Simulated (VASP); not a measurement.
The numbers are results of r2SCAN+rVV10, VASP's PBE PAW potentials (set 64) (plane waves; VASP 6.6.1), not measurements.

VASP input:

**POSCAR**
```
Pt
1
    0.0000000000     1.9860930531     1.9860930531
    1.9860930531     0.0000000000     1.9860930531
    1.9860930531     1.9860930531     0.0000000000
Pt
1
Direct
  0.0000000000   0.0000000000   0.0000000000
```

### KPOINTS
```
Automatic mesh
0
Gamma
16 16 16
0 0 0
```

**INCAR**
```
ALGO  =  Normal
BPARAM  =  11.95
CPARAM  =  0.0093
EDIFF  =  1E-7
ENCUT  =  520
ISIF  =  2
ISMEAR  =  1
LASPH  =  T
LCHARG  =  F
LMAXMIX  =  6
LMIXTAU  =  T
LREAL  =  F
LUSE_VDW  =  T
LWAVE  =  F
METAGGA  =  R2SCAN
NELM  =  100
PREC  =  Accurate
SIGMA  =  0.1
SYSTEM  =  Pt
```

POTCAR, in this order: Pt (PBE.64 set). Program: vasp_std.

The resulting files:

**OSZICAR**
```
       N       E                     dE             d eps       ncg     rms          rms(c)
DAV:   1    -0.919470676711E+01   -0.91947E+01   -0.56670E+03  2682   0.106E+03
DAV:   2    -0.542041475201E+02   -0.45009E+02   -0.43282E+02  2771   0.194E+02
DAV:   3    -0.546952997033E+02   -0.49115E+00   -0.47949E+00  3057   0.201E+01
DAV:   4    -0.546971236758E+02   -0.18240E-02   -0.18239E-02  3092   0.133E+00
DAV:   5    -0.546971379004E+02   -0.14225E-04   -0.14224E-04  2956   0.101E-01    0.120E+01
DAV:   6    -0.509047375532E+02    0.37924E+01   -0.39922E+00  2663   0.171E+01    0.578E+00
DAV:   7    -0.512231409629E+02   -0.31840E+00   -0.56200E-01  2616   0.429E+00    0.415E+00
DAV:   8    -0.512983542632E+02   -0.75213E-01   -0.30939E-01  2652   0.363E+00    0.869E-01
DAV:   9    -0.513306521062E+02   -0.32298E-01   -0.39560E-02  2680   0.141E+00    0.228E-01
DAV:  10    -0.513339781233E+02   -0.33260E-02   -0.55174E-03  2728   0.522E-01    0.689E-02
DAV:  11    -0.513335286298E+02    0.44949E-03   -0.42535E-04  2705   0.178E-01    0.108E-01
DAV:  12    -0.513344119180E+02   -0.88329E-03   -0.55071E-04  2642   0.144E-01    0.543E-03
DAV:  13    -0.513344165202E+02   -0.46022E-05   -0.18345E-05  2701   0.361E-02    0.612E-03
DAV:  14    -0.513344159039E+02    0.61630E-06   -0.10405E-06  2803   0.996E-03    0.218E-03
DAV:  15    -0.513344182425E+02   -0.23386E-05   -0.17402E-06  2652   0.961E-03    0.254E-04
DAV:  16    -0.513344183785E+02   -0.13599E-06   -0.10051E-07  2430   0.290E-03    0.139E-04
DAV:  17    -0.513344183831E+02   -0.46568E-08   -0.28503E-09  1318   0.509E-04
   1 F= -.51334418E+02 E0= -.51334064E+02  d E =-.106301E-02
```

### OUTCAR
```
------------------------ aborting loop because EDIFF is reached ----------------------------------------
  FORCE on cell =-STRESS in cart. coord.  units (eV):
  Direction    XX          YY          ZZ          XY          YZ          ZX
  --------------------------------------------------------------------------------------
  Total       -0.7549158     -0.7549158     -0.7549158      0.0000000     -0.0000000      0.0000000
  in kB      -77.1934266    -77.1934266    -77.1934266      0.0000000     -0.0000000      0.0000000
  external PRESSURE =     -77.1934266 kB  Pullay stress =       0.0000000 kB
  volume of cell :       15.67
      direct lattice vectors                 reciprocal lattice vectors
     0.000000000  1.986093053  1.986093053    -0.251750541  0.251750541  0.251750541
     1.986093053  0.000000000  1.986093053     0.251750541 -0.251750541  0.251750541
     1.986093053  1.986093053  0.000000000     0.251750541  0.251750541 -0.251750541
 POSITION                                       TOTAL-FORCE (eV/Angst)
 -----------------------------------------------------------------------------------
      0.00000      0.00000      0.00000         0.000000      0.000000      0.000000
 -----------------------------------------------------------------------------------
    total drift:                               -0.000000      0.000000      0.000000
  FREE ENERGIE OF THE ION-ELECTRON SYSTEM (eV)
  ---------------------------------------------------
  free  energy   TOTEN  =       -51.3344183831 eV

  energy  without entropy=      -51.3333553744  energy(sigma->0) =      -51.33406405
```
(Selected blocks of OUTCAR.)

OUTCAR:
```
 val. band max:       10.2445822864   @ k =  -0.2500   0.1250   0.0000

 cond. band min:      10.2622862366   @ k =  -0.3750   0.3750   0.0625


 Fermi energy:        10.2550498833

 k-point     1 :       0.0000    0.0000    0.0000
  band No.  band energies     occupation
      1       0.2072      2.00000
      2       6.6015      2.00000
      3       6.6015      2.00000
      4       6.6015      2.00000
      5       8.6325      2.00000
      6       8.6325      2.00000
      7      25.8507      0.00000
      8      30.7937      0.00000
      9      30.7937      0.00000

 k-point     2 :       0.0625    0.0000    0.0000
  band No.  band energies     occupation
      1       0.3651      2.00000
      2       6.5338      2.00000
      3       6.6631      2.00000
      4       6.6631      2.00000
      5       8.5998      2.00000
      6       8.5998      2.00000
      7      26.0854      0.00000
      8      29.9705      0.00000
      9      31.0254      0.00000

 k-point     3 :       0.1250    0.0000    0.0000
  band No.  band energies     occupation
      1       0.8206      2.00000
      2       6.3686      2.00000
      3       6.8162      2.00000
      4       6.8162      2.00000
      5       8.5407      2.00000
      6       8.5407      2.00000
      7      26.6920      0.00000
      8      28.2849      0.00000
      9      31.6900      0.00000

 k-point     4 :       0.1875    0.0000    0.0000
  band No.  band energies     occupation
      1       1.5064      2.00000
      2       6.2181      2.00000
      3       6.9549      2.00000
      4       6.9549      2.00000
      5       8.5755      2.00000
      6       8.5755      2.00000
      7      26.2643      0.00000
      8      27.4128      0.00000
      9      32.6761      0.00000

 k-point     5 :       0.2500    0.0000    0.0000
  band No.  band energies     occupation
      1       2.2632      2.00000
      2       6.2851      2.00000
      3       6.9523      2.00000
...
```

Unless said otherwise, spin-orbit coupling is left out, though it shifts the bands of the heavy elements here.

The compound is Pt in the fcc structure. This cell is one point of a volume scan, at 1.03 of the reference volume.
